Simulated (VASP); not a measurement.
Output of a VASP run:

OSZICAR:
```
       N       E                     dE             d eps       ncg     rms          rms(c)
DAV:   1     0.205160674141E+02    0.20516E+02   -0.46305E+03  5412   0.134E+03
DAV:   2    -0.693851029630E+01   -0.27455E+02   -0.26410E+02  5259   0.160E+02
DAV:   3    -0.732452986220E+01   -0.38602E+00   -0.38545E+00  6057   0.253E+01
DAV:   4    -0.732811300647E+01   -0.35831E-02   -0.35828E-02  6047   0.210E+00
DAV:   5    -0.732820253125E+01   -0.89525E-04   -0.89522E-04  5964   0.288E-01    0.105E+01
DAV:   6    -0.653949585237E+01    0.78871E+00   -0.20538E+01  5448   0.733E+01    0.637E+00
DAV:   7    -0.613391330727E+01    0.40558E+00   -0.35118E+00  5502   0.283E+01    0.180E+00
DAV:   8    -0.611762260380E+01    0.16291E-01   -0.21849E-02  7558   0.167E+00    0.900E-01
DAV:   9    -0.611482417751E+01    0.27984E-02   -0.18315E-03  7658   0.399E-01    0.264E-01
DAV:  10    -0.611404664738E+01    0.77753E-03   -0.79204E-04  7466   0.227E-01    0.309E-02
DAV:  11    -0.611403477552E+01    0.11872E-04   -0.31955E-05  6659   0.614E-02    0.314E-02
DAV:  12    -0.611403605790E+01   -0.12824E-05   -0.16532E-06  6760   0.133E-02    0.931E-03
DAV:  13    -0.611403635538E+01   -0.29748E-06   -0.43503E-07  5161   0.699E-03    0.282E-03
DAV:  14    -0.611403627955E+01    0.75831E-07   -0.18280E-08  2689   0.206E-03
   1 F= -.61140363E+01 E0= -.61142110E+01  d E =0.524123E-03  mag=     0.5944
```

File OUTCAR:
```
------------------------ aborting loop because EDIFF is reached ----------------------------------------
  FORCE on cell =-STRESS in cart. coord.  units (eV):
  Direction    XX          YY          ZZ          XY          YZ          ZX
  --------------------------------------------------------------------------------------
  Total       -0.7736356     -0.7736356     -0.7736356      0.0000000      0.0000000      0.0000000
  in kB     -113.0242564   -113.0242564   -113.0242564      0.0000000      0.0000000      0.0000000
  external PRESSURE =    -113.0242564 kB  Pullay stress =       0.0000000 kB
  volume of cell :       10.97
      direct lattice vectors                 reciprocal lattice vectors
     0.000000000  1.763390347  1.763390347    -0.283544707  0.283544707  0.283544707
     1.763390347  0.000000000  1.763390347     0.283544707 -0.283544707  0.283544707
     1.763390347  1.763390347  0.000000000     0.283544707  0.283544707 -0.283544707
 POSITION                                       TOTAL-FORCE (eV/Angst)
 -----------------------------------------------------------------------------------
      0.00000      0.00000      0.00000         0.000000      0.000000      0.000000
 -----------------------------------------------------------------------------------
    total drift:                                0.000000     -0.000000      0.000000
  FREE ENERGIE OF THE ION-ELECTRON SYSTEM (eV)
  ---------------------------------------------------
  free  energy   TOTEN  =        -6.1140362796 eV

  energy  without entropy=       -6.1145604024  energy(sigma->0) =       -6.11421099

 total charge

# of ion       s       p       d       tot
------------------------------------------
    1        0.496   0.495   8.309   9.299

 magnetization (x)

# of ion       s       p       d       tot
------------------------------------------
    1       -0.007  -0.024   0.635   0.605
```
(Selected blocks of OUTCAR.)

File POSCAR:
```
Ni
1
    0.0000000000     1.7633903475     1.7633903475
    1.7633903475     0.0000000000     1.7633903475
    1.7633903475     1.7633903475     0.0000000000
Ni
1
Direct
  0.0000000000   0.0000000000   0.0000000000
```

Task: Reconstruct the remaining input files.

Result: Several could match; the one computed here: the input of the run itself, PBEsol GGA, plane waves, VASP's PBE PAW potentials (set 64).

INCAR:
```
SYSTEM = Ni
PREC = Accurate
ENCUT = 480
EDIFF = 1E-7
NELM = 100
ALGO = Normal
LREAL = .FALSE.
LASPH = .TRUE.
ISMEAR = 1
SIGMA = 0.1
GGA = PS
LMAXMIX = 4
ISPIN = 2
MAGMOM = 0.6
LORBIT = 10
LWAVE = .FALSE.
LCHARG = .FALSE.
ISIF = 2
```

KPOINTS:
```
Automatic
0
G
16 16 16
```

POTCAR, in this order: Ni (PBE.64 set). Program: vasp_std.

The compound is Ni in the fcc structure. This cell was strained or had an atom moved on purpose.
